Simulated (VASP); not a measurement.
All values below come from PBEsol GGA, VASP's PBE PAW potentials (set 64) (plane waves; VASP).

VASP input:

**POSCAR**
```
TiAl3
1.0
 -1.9088118573   1.9088118573   4.2701757206
  1.9088118573  -1.9088118573   4.2701757206
  1.9088118573   1.9088118573  -4.2701757206
Ti Al
1 3
Direct
  0.0000000000   0.0000000000   0.0000000000
  0.5000000000   0.5000000000   0.0000000000
  0.7500000000   0.2500000000   0.5000000000
  0.2500000000   0.7500000000   0.5000000000
```

File KPOINTS:
```
Automatic
0
gamma
13 13 13
0 0 0
```

### INCAR
```
# general
SYSTEM   =  TiAl3
PREC     =  Accurate
ENCUT    =  400
LREAL    =  .False.
LASPH    =  .True.

# electronic loop
EDIFF    =  1E-7
NELM     =  100
ALGO     =  Normal
LMAXMIX  =  4

# smearing
ISMEAR   =  -5

# functional
GGA      =  PS

# ions
ISIF     =  2

# output
LWAVE    =  .False.
LCHARG   =  .True.
LORBIT   =  11
NEDOS    =  601

# other
LEFG     =  .True.
```

POTCAR, in this order: Ti_sv Al (PBE.64 set). Program: vasp_std.

The resulting files:

**OSZICAR**
```
       N       E                     dE             d eps       ncg     rms          rms(c)
DAV:   1     0.100680104356E+03    0.10068E+03   -0.82503E+03  5496   0.115E+03
DAV:   2    -0.152985517977E+02   -0.11598E+03   -0.11486E+03  5638   0.307E+02
DAV:   3    -0.241441346187E+02   -0.88456E+01   -0.86490E+01  9260   0.734E+01
DAV:   4    -0.243217238317E+02   -0.17759E+00   -0.17712E+00  6584   0.111E+01
DAV:   5    -0.243283249450E+02   -0.66011E-02   -0.65967E-02  9004   0.203E+00    0.114E+01
DAV:   6    -0.229908403348E+02    0.13375E+01   -0.30163E+01  8220   0.450E+01    0.657E+00
DAV:   7    -0.223075507603E+02    0.68329E+00   -0.97294E+00  7166   0.244E+01    0.307E+00
DAV:   8    -0.222644126208E+02    0.43138E-01   -0.13551E+00  7280   0.104E+01    0.158E+00
DAV:   9    -0.222244925120E+02    0.39920E-01   -0.40346E-01  7432   0.538E+00    0.218E-01
DAV:  10    -0.222255594775E+02   -0.10670E-02   -0.74797E-03  7146   0.796E-01    0.278E-01
DAV:  11    -0.222240413218E+02    0.15182E-02   -0.83108E-03  7924   0.711E-01    0.548E-02
DAV:  12    -0.222240406944E+02    0.62733E-06   -0.14880E-04  7138   0.104E-01    0.217E-02
DAV:  13    -0.222240371710E+02    0.35234E-05   -0.29535E-05  8686   0.490E-02    0.499E-03
DAV:  14    -0.222240372493E+02   -0.78247E-07   -0.10080E-06  6526   0.116E-02    0.295E-03
DAV:  15    -0.222240372789E+02   -0.29633E-07   -0.21998E-07  5326   0.390E-03
   1 F= -.22224037E+02 E0= -.22224037E+02  d E =0.000000E+00
```

File OUTCAR:
```
------------------------ aborting loop because EDIFF is reached ----------------------------------------
  FORCE on cell =-STRESS in cart. coord.  units (eV):
  Direction    XX          YY          ZZ          XY          YZ          ZX
  --------------------------------------------------------------------------------------
  Total       -0.0591562     -0.0591562      0.0844171      0.0000000      0.0000000      0.0000000
  in kB       -1.5229258     -1.5229258      2.1732465      0.0000000      0.0000000      0.0000000
  external PRESSURE =      -0.2908684 kB  Pullay stress =       0.0000000 kB
  volume of cell :       62.23
      direct lattice vectors                 reciprocal lattice vectors
    -1.908811857  1.908811857  4.270175721     0.000000000  0.261943050  0.117091200
     1.908811857 -1.908811857  4.270175721     0.261943050  0.000000000  0.117091200
     1.908811857  1.908811857 -4.270175721     0.261943050  0.261943050  0.000000000
 POSITION                                       TOTAL-FORCE (eV/Angst)
 -----------------------------------------------------------------------------------
      0.00000      0.00000      0.00000         0.000000      0.000000      0.000000
      0.00000      0.00000      4.27018         0.000000      0.000000      0.000000
      0.00000      1.90881      2.13509        -0.000000      0.000000      0.000000
      1.90881      0.00000      2.13509         0.000000     -0.000000     -0.000000
 -----------------------------------------------------------------------------------
    total drift:                               -0.000000      0.000000      0.000000
  FREE ENERGIE OF THE ION-ELECTRON SYSTEM (eV)
  ---------------------------------------------------
  free  energy   TOTEN  =       -22.2240372789 eV

  energy  without entropy=      -22.2240372789  energy(sigma->0) =      -22.22403728

 total charge

# of ion       s       p       d       tot
------------------------------------------
    1        2.168   6.120   2.031  10.320
    2        0.446   0.377   0.000   0.823
    3        0.407   0.409   0.000   0.816
    4        0.407   0.409   0.000   0.816
--------------------------------------------------
tot          3.428   7.315   2.031  12.774

 Electric field gradients after diagonalization (V/A^2)
 (convention: |V_zz| > |V_xx| > |V_yy|)
----------------------------------------------------------------------
 ion       V_xx      V_yy      V_zz     asymmetry (V_yy - V_xx)/ V_zz
----------------------------------------------------------------------
   1      13.285    13.285   -26.570       0.000
   2     -16.275   -16.275    32.550       0.000
   3       4.535     4.535    -9.070       0.000
   4       4.535     4.535    -9.070       0.000
```
(Selected blocks of OUTCAR.)

File OUTCAR:
```
 val. band max:        8.4423569013   @ k =  -0.4615  -0.4615   0.3077

 cond. band min:       8.3139624401   @ k =  -0.2308  -0.2308   0.0769


 Fermi energy:         8.3216627847

 k-point     1 :       0.0000    0.0000    0.0000
  band No.  band energies     occupation
      1     -47.8482      2.00000
      2     -24.2767      2.00000
      3     -24.2767      2.00000
      4     -24.1967      2.00000
      5      -1.7999      2.00000
      6       5.4809      2.00000
      7       5.7153      2.00000
      8       6.8984      2.00000
      9       7.0977      2.00000
     10       7.0977      2.00000
     11       9.1816      0.00000
     12      10.0976      0.00000
     13      10.0976      0.00000
     14      10.5658      0.00000

 k-point     2 :       0.0769   -0.0000    0.0000
  band No.  band energies     occupation
      1     -47.8485      2.00000
      2     -24.2784      2.00000
      3     -24.2766      2.00000
      4     -24.1967      2.00000
      5      -1.7259      2.00000
      6       5.1357      2.00000
      7       6.0507      2.00000
      8       6.7576      2.00000
      9       6.9508      2.00000
     10       7.1435      2.00000
     11       8.9254     -0.06035
     12       9.8913      0.00000
     13      10.3965      0.00000
     14      10.4431      0.00000

 k-point     3 :       0.1538   -0.0000    0.0000
  band No.  band energies     occupation
      1     -47.8483      2.00000
      2     -24.2831      2.00000
      3     -24.2763      2.00000
      4     -24.1965      2.00000
      5      -1.5042      2.00000
      6       4.7154      2.00000
      7       5.9204      2.00000
      8       6.5326      2.00000
      9       6.9849      2.00000
     10       7.2704      2.00000
     11       8.5315      0.10185
     12       9.5226      0.00000
     13      10.3401      0.00000
     14      10.8698      0.00000

 k-point     4 :       0.2308   -0.0000    0.0000
  band No.  band energies     occupation
...
```

For a metal the tetrahedron method with Blöchl corrections gives inexact stress and forces.

The compound is TiAl3 in the sg139 structure. It was relaxed first. The electron count is odd and the run is not spin-polarised, which forces a metal.
